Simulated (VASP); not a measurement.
These are LDA (Ceperley-Alder, Perdew-Zunger), VASP's LDA PAW potentials (set 64) (plane waves; VASP) values and carry that method's errors.

Input for VASP

### INCAR
```
! general
SYSTEM =Ta
PREC   =Accurate
ENCUT  =530   ! plane-wave cut-off (eV)
LREAL  =.FALSE.   ! projection in real space or not
LASPH  =.TRUE.   ! aspherical one-centre terms

! electronic loop
EDIFF  =1E-7
NELM   =100   ! most electronic steps
ALGO   =Normal
LMAXMIX=6

! smearing
ISMEAR =1   ! Methfessel-Paxton
SIGMA  =0.1   ! width (eV)

! ions
IBRION =6   ! finite differences
NSW    =1   ! most ionic steps
ISIF   =3
POTIM  =0.015
NFREE  =2

! output
LWAVE  =.FALSE.
LCHARG =.FALSE.
```

### KPOINTS
```
Automatic mesh
0
Gamma
  14 14 14
```

File POSCAR:
```
Ta
1
   -1.6299778253     1.6299778253     1.6299778253
    1.6299778253    -1.6299778253     1.6299778253
    1.6299778253     1.6299778253    -1.6299778253
Ta
1
Direct
  0.0000000000   0.0000000000   0.0000000000
```

POTCAR, in this order: Ta_pv (LDA.64 set). Program: vasp_std.

The resulting files:

OUTCAR:
```
 ion  position               nearest neighbor table
   1  0.000  0.000  0.000-
  LATTYP: Found a body centered cubic cell.
 ALAT       =     3.2599556506
 Subroutine PRICEL returns:
 Original cell was already a primitive cell.
 Subroutine GETGRP returns: Found 48 space group operations
The static configuration has the point symmetry O_h .
The dynamic configuration has the point symmetry O_h .
 Subroutine INISYM returns: Found 48 space group operations
 Subroutine IBZKPT returns following result:
 Found    104 irreducible k-points:

 Following reciprocal coordinates:
            Coordinates               Weight
  0.000000  0.000000  0.000000      1.000000
  0.071429  0.000000  0.000000     12.000000
  0.142857  0.000000  0.000000     12.000000
  0.214286  0.000000  0.000000     12.000000
  0.285714  0.000000  0.000000     12.000000
  0.357143  0.000000  0.000000     12.000000
  0.428571  0.000000  0.000000     12.000000
  0.500000  0.000000  0.000000      6.000000
  0.071429  0.071429  0.000000     24.000000
  0.142857  0.071429  0.000000     48.000000
...
```

File OSZICAR:
```
...
DAV:  11    -0.128276735166E+02   -0.13405E-07   -0.60255E-11  2249   0.964E-05
   6 F= -.12827674E+02 E0= -.12827768E+02  d E =0.283001E-03
       N       E                     dE             d eps       ncg     rms          rms(c)
DAV:   1    -0.129109397093E+02   -0.83266E-01   -0.30215E+00  4432   0.226E+01    0.232E+00
DAV:   2    -0.128457195165E+02    0.65220E-01   -0.84849E-02  4560   0.375E+00    0.900E-01
DAV:   3    -0.128274646574E+02    0.18255E-01   -0.53777E-02  4982   0.277E+00    0.363E-01
DAV:   4    -0.128275946816E+02   -0.13002E-03   -0.11704E-03  5126   0.375E-01    0.772E-02
DAV:   5    -0.128275595633E+02    0.35118E-04   -0.26048E-04  4985   0.199E-01    0.520E-02
DAV:   6    -0.128275574560E+02    0.21073E-05   -0.13359E-05  4715   0.431E-02    0.203E-03
DAV:   7    -0.128275574253E+02    0.30731E-07   -0.22347E-07  5082   0.570E-03
   7 F= -.12827557E+02 E0= -.12827578E+02  d E =0.619027E-04
       N       E                     dE             d eps       ncg     rms          rms(c)
DAV:   1    -0.128619296676E+02   -0.34372E-01   -0.14053E+00 13501   0.141E+01    0.127E+00
DAV:   2    -0.128371677191E+02    0.24762E-01   -0.33965E-02 14508   0.225E+00    0.515E-01
DAV:   3    -0.128304633384E+02    0.67044E-02   -0.20409E-02 15463   0.157E+00    0.204E-01
DAV:   4    -0.128304940564E+02   -0.30718E-04   -0.34107E-04 15296   0.211E-01    0.848E-02
DAV:   5    -0.128304960486E+02   -0.19922E-05   -0.37360E-05 17691   0.602E-02    0.293E-02
DAV:   6    -0.128304967274E+02   -0.67879E-06   -0.17146E-06 14087   0.132E-02    0.359E-03
DAV:   7    -0.128304967245E+02    0.29570E-08   -0.39081E-08  7827   0.229E-03
   8 F= -.12830497E+02 E0= -.12830546E+02  d E =0.148022E-03
       N       E                     dE             d eps       ncg     rms          rms(c)
DAV:   1    -0.128721988109E+02   -0.41702E-01   -0.10106E+00 14001   0.938E+00    0.104E+00
DAV:   2    -0.128387614429E+02    0.33437E-01   -0.37957E-02 15076   0.183E+00    0.483E-01
DAV:   3    -0.128304705723E+02    0.82909E-02   -0.24185E-02 17792   0.125E+00    0.174E-01
DAV:   4    -0.128305057083E+02   -0.35136E-04   -0.48018E-04 14014   0.260E-01    0.142E-01
DAV:   5    -0.128304969133E+02    0.87950E-05   -0.78293E-06 18903   0.326E-02    0.137E-02
DAV:   6    -0.128304967328E+02    0.18048E-06   -0.28462E-07 12193   0.580E-03    0.611E-03
DAV:   7    -0.128304967236E+02    0.92471E-08   -0.33518E-08  7075   0.318E-03
   9 F= -.12830497E+02 E0= -.12830546E+02  d E =0.148041E-03
       N       E                     dE             d eps       ncg     rms          rms(c)
DAV:   1    -0.128259388277E+02    0.45579E-02   -0.88062E-01 14235   0.891E+00    0.616E-01
DAV:   2    -0.128208339192E+02    0.51049E-02   -0.16389E-02 15422   0.127E+00    0.324E-01
DAV:   3    -0.128260793481E+02   -0.52454E-02   -0.12840E-02 17568   0.910E-01    0.102E-01
DAV:   4    -0.128295959833E+02   -0.35166E-02   -0.10555E-03 16548   0.295E-01    0.208E-02
DAV:   5    -0.128304387765E+02   -0.84279E-03   -0.52849E-05 18248   0.632E-02    0.109E-02
DAV:   6    -0.128304882241E+02   -0.49448E-04   -0.86603E-07 14331   0.112E-02    0.988E-04
DAV:   7    -0.128304947016E+02   -0.64775E-05   -0.17302E-08  7764   0.140E-03    0.373E-04
DAV:   8    -0.128304962593E+02   -0.15578E-05   -0.21744E-09  6964   0.523E-04    0.579E-05
DAV:   9    -0.128304966218E+02   -0.36243E-06   -0.25678E-10  6926   0.182E-04    0.255E-05
DAV:  10    -0.128304967088E+02   -0.87068E-07   -0.57912E-11  6909   0.796E-05
  10 F= -.12830497E+02 E0= -.12830546E+02  d E =0.148033E-03
       N       E                     dE             d eps       ncg     rms          rms(c)
DAV:   1    -0.128721688549E+02   -0.41672E-01   -0.10600E+00 13918   0.969E+00    0.104E+00
DAV:   2    -0.128387669231E+02    0.33402E-01   -0.38070E-02 15105   0.184E+00    0.483E-01
DAV:   3    -0.128304714161E+02    0.82955E-02   -0.24102E-02 18012   0.125E+00    0.173E-01
DAV:   4    -0.128305059067E+02   -0.34491E-04   -0.47457E-04 14035   0.258E-01    0.141E-01
DAV:   5    -0.128304968993E+02    0.90075E-05   -0.83056E-06 18920   0.334E-02    0.137E-02
DAV:   6    -0.128304967346E+02    0.16466E-06   -0.22643E-07 10308   0.545E-03    0.571E-03
DAV:   7    -0.128304967232E+02    0.11421E-07   -0.41652E-08  7079   0.324E-03
  11 F= -.12830497E+02 E0= -.12830546E+02  d E =0.148027E-03
       N       E                     dE             d eps       ncg     rms          rms(c)
DAV:   1    -0.128781842286E+02   -0.47687E-01   -0.80875E-01 14157   0.846E+00    0.647E-01
DAV:   2    -0.128541578590E+02    0.24026E-01   -0.16971E-02 15165   0.128E+00    0.333E-01
DAV:   3    -0.128364673144E+02    0.17691E-01   -0.13242E-02 16833   0.909E-01    0.128E-01
DAV:   4    -0.128326897941E+02    0.37775E-02   -0.82037E-04 16065   0.274E-01    0.609E-02
DAV:   5    -0.128305439428E+02    0.21459E-02   -0.18000E-04 18869   0.107E-01    0.135E-02
DAV:   6    -0.128305051193E+02    0.38823E-04   -0.34003E-06 14075   0.220E-02    0.208E-03
DAV:   7    -0.128304987502E+02    0.63691E-05   -0.17988E-08  8530   0.135E-03    0.290E-04
DAV:   8    -0.128304970581E+02    0.16921E-05   -0.16059E-09  6947   0.483E-04    0.552E-05
DAV:   9    -0.128304968360E+02    0.22216E-06   -0.25800E-10  6916   0.164E-04    0.295E-05
DAV:  10    -0.128304967409E+02    0.95067E-07   -0.56879E-11  6891   0.653E-05
  12 F= -.12830497E+02 E0= -.12830546E+02  d E =0.148033E-03
       N       E                     dE             d eps       ncg     rms          rms(c)
DAV:   1    -0.128722069630E+02   -0.41710E-01   -0.10749E+00 14015   0.976E+00    0.104E+00
DAV:   2    -0.128387582364E+02    0.33449E-01   -0.37903E-02 15157   0.182E+00    0.483E-01
DAV:   3    -0.128304718932E+02    0.82863E-02   -0.24151E-02 17833   0.125E+00    0.176E-01
DAV:   4    -0.128305058614E+02   -0.33968E-04   -0.46634E-04 14102   0.257E-01    0.142E-01
DAV:   5    -0.128304969095E+02    0.89519E-05   -0.77031E-06 18928   0.325E-02    0.147E-02
DAV:   6    -0.128304967319E+02    0.17755E-06   -0.24122E-07 11208   0.555E-03    0.532E-03
DAV:   7    -0.128304967237E+02    0.82607E-08   -0.32689E-08  7091   0.308E-03
  13 F= -.12830497E+02 E0= -.12830546E+02  d E =0.148038E-03
       N       E                     dE             d eps       ncg     rms          rms(c)
DAV:   1    -0.128560160295E+02   -0.25519E-01   -0.13971E+00  1881   0.129E+01    0.355E-01
DAV:   2    -0.128478365250E+02    0.81795E-02   -0.51533E-02  2000   0.281E+00    0.224E-01
DAV:   3    -0.128316935522E+02    0.16143E-01   -0.13505E-02  2492   0.981E-01    0.239E-02
DAV:   4    -0.128315865807E+02    0.10697E-03   -0.30851E-04  1996   0.220E-01    0.119E-02
DAV:   5    -0.128314594042E+02    0.12718E-03   -0.25851E-06  2430   0.146E-02    0.618E-04
DAV:   6    -0.128314546849E+02    0.47193E-05   -0.34742E-08  1331   0.166E-03    0.241E-04
DAV:   7    -0.128314530073E+02    0.16775E-05   -0.18026E-09  1012   0.460E-04    0.847E-05
DAV:   8    -0.128314530190E+02   -0.11636E-07   -0.19910E-10   973   0.166E-04
  14 F= -.12831453E+02 E0= -.12831499E+02  d E =0.136533E-03
       N       E                     dE             d eps       ncg     rms          rms(c)
DAV:   1    -0.128174087705E+02    0.14044E-01   -0.36983E+00  1920   0.218E+01    0.138E-01
DAV:   2    -0.128318192410E+02   -0.14410E-01   -0.15418E-01  1899   0.490E+00    0.844E-02
DAV:   3    -0.128314522899E+02    0.36695E-03   -0.12657E-03  2185   0.409E-01    0.134E-02
DAV:   4    -0.128314517188E+02    0.57104E-06   -0.96383E-05  2045   0.112E-01    0.485E-03
DAV:   5    -0.128314526407E+02   -0.92181E-06   -0.21633E-06  2105   0.176E-02    0.116E-03
DAV:   6    -0.128314528608E+02   -0.22014E-06   -0.69830E-08  1466   0.325E-03    0.358E-04
DAV:   7    -0.128314529303E+02   -0.69537E-07   -0.86416E-09   986   0.119E-03
  15 F= -.12831453E+02 E0= -.12831498E+02  d E =0.136533E-03
```

### OUTCAR
```
------------------------ aborting loop because EDIFF is reached ----------------------------------------
  FORCE on cell =-STRESS in cart. coord.  units (eV):
  Direction    XX          YY          ZZ          XY          YZ          ZX
  --------------------------------------------------------------------------------------
  Total       -0.0012274     -0.0012274     -0.0012274     -0.0000000      0.0000000     -0.0000000
  in kB       -0.1135218     -0.1135218     -0.1135218     -0.0000000      0.0000000     -0.0000000
  external PRESSURE =      -0.1135218 kB  Pullay stress =       0.0000000 kB
  volume of cell :       17.32
      direct lattice vectors                 reciprocal lattice vectors
    -1.629977825  1.629977825  1.629977825     0.000000000  0.306752639  0.306752639
     1.629977825 -1.629977825  1.629977825     0.306752639  0.000000000  0.306752639
     1.629977825  1.629977825 -1.629977825     0.306752639  0.306752639  0.000000000
 POSITION                                       TOTAL-FORCE (eV/Angst)
 -----------------------------------------------------------------------------------
     -0.01500      0.00000      0.00000         0.000000     -0.000000      0.000000
 -----------------------------------------------------------------------------------
    total drift:                                0.000001      0.000000      0.000000
  FREE ENERGIE OF THE ION-ELECTRON SYSTEM (eV)
  ---------------------------------------------------
  free  energy   TOTEN  =       -12.8314529303 eV

  energy  without entropy=      -12.8315894635  energy(sigma->0) =      -12.83149844

   1 f  =    0.000000 THz     0.000000 2PiTHz    0.000000 cm-1     0.000000 meV
             X         Y         Z           dx          dy          dz
      0.000000  0.000000  0.000000     0.863014   -0.505179    0.000000

   2 f  =    0.000000 THz     0.000000 2PiTHz    0.000000 cm-1     0.000000 meV
             X         Y         Z           dx          dy          dz
      0.000000  0.000000  0.000000    -0.505179   -0.863014    0.000000

   3 f  =    0.000000 THz     0.000000 2PiTHz    0.000000 cm-1     0.000000 meV
             X         Y         Z           dx          dy          dz
      0.000000  0.000000  0.000000     0.000000    0.000000    1.000000

 ELASTIC MODULI CONTR FROM IONIC RELAXATION (kBar)
 Direction    XX          YY          ZZ          XY          YZ          ZX
 --------------------------------------------------------------------------------
 XX           0.0000      0.0000      0.0000      0.0000      0.0000      0.0000
 YY           0.0000      0.0000      0.0000      0.0000      0.0000      0.0000
 ZZ           0.0000      0.0000      0.0000      0.0000      0.0000      0.0000
 XY           0.0000      0.0000      0.0000      0.0000      0.0000      0.0000
 YZ           0.0000      0.0000      0.0000      0.0000      0.0000      0.0000
 ZX           0.0000      0.0000      0.0000      0.0000      0.0000      0.0000
 --------------------------------------------------------------------------------

 TOTAL ELASTIC MODULI (kBar)
 Direction    XX          YY          ZZ          XY          YZ          ZX
 --------------------------------------------------------------------------------
 XX        3173.8293   1729.3104   1729.3104     -0.0000      0.0000      0.0000
 YY        1729.3104   3173.8293   1729.3104      0.0000      0.0000      0.0000
 ZZ        1729.3104   1729.3104   3173.8293      0.0000      0.0000     -0.0000
 XY          -0.0000      0.0000      0.0000    807.4041      0.0000     -0.0000
 YZ           0.0000      0.0000      0.0000      0.0000    807.4041      0.0000
 ZX           0.0000      0.0000     -0.0000     -0.0000      0.0000    807.4041
 --------------------------------------------------------------------------------
```
(Selected blocks of OUTCAR.)

Finite-difference elastic constants of metals are sensitive to mesh and smearing; shear constants can be off by tens of GPa.

The structure comes from a computed database's Ta entry (Im-3m); how it stands against other phases isn't given here. It was relaxed first.
